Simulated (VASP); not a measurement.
An input for Quantum ESPRESSO's pw.x (written as the equivalent of a VASP run, and not itself run):

```
&CONTROL
  calculation = 'scf'
  pseudo_dir = './pseudo'
  outdir = './out'
  tprnfor = .true.
  tstress = .true.
/
&SYSTEM
  ibrav = 0
  nat = 2
  ntyp = 1
  ecutwfc = 60.3
  occupations = 'smearing'
  smearing = 'fermi-dirac'
  degauss = 0.00735
  input_dft = 'pbe'
/
&ELECTRONS
  conv_thr = 7.3e-08
  electron_maxstep = 100
/
ATOMIC_SPECIES
  Tl 204.380 Tl.upf
CELL_PARAMETERS angstrom
     3.4973400    0.0000000    0.0000000
    -1.7486700    3.0287850    0.0000000
     0.0000000    0.0000000    5.6465600
ATOMIC_POSITIONS crystal
  Tl   0.3300630  0.6681820  0.2506650
  Tl   0.6699370  0.3318180  0.7493350
K_POINTS automatic
  9 9 5 1 1 1
```

Q: Write the VASP files for the same calculation (PBE).

A: Several could match; the one computed here: 
INCAR:
```
NELM = 100   # most electronic steps
PREC = Accurate
SIGMA = 0.1
LREAL = .False.
LWAVE = .False.
GGA = PE
ALGO = Normal   # blocked Davidson
LCHARG = .False.
SYSTEM = Tl
ISIF = 2
LMAXMIX = 4   # l cut-off of mixed one-centre charges
ISMEAR = -1   # Fermi-Dirac
EDIFF = 1E-6
ENCUT = 300
LASPH = .True.
```

**KPOINTS**
```
kpoints
0
gamma
9 9 5
0.5 0.5 0.5
```

POSCAR:
```
Tl
3.497340
  1.0000000000   0.0000000000   0.0000000000
 -0.5000000000   0.8660253221   0.0000000000
  0.0000000000   0.0000000000   1.6145298999
Tl
2
direct
  0.3300630000   0.6681820000   0.2506650000
  0.6699370000   0.3318180000   0.7493350000
```

POTCAR, in this order: Tl_d (PBE.64 set). Program: vasp_std.

What does not carry over: the potentials are each code's own (VASP's PAW set, PseudoDojo norm-conserving files in pw.x), so ENCUT and ecutwfc are chosen apart and not converted; conv_thr bounds pw.x's estimated SCF error, while EDIFF bounds the energy change between steps.

The structure comes from a computed database's Tl entry; how it stands against other phases isn't given here. The cell was not relaxed at this level, atoms are displaced from their ideal sites. The run is one of a series of settings (KPOINTS 9×9×5 Γ-centred mesh shifted by (0.5, 0.5, 0.5) against the base run), some of them coarse on purpose.
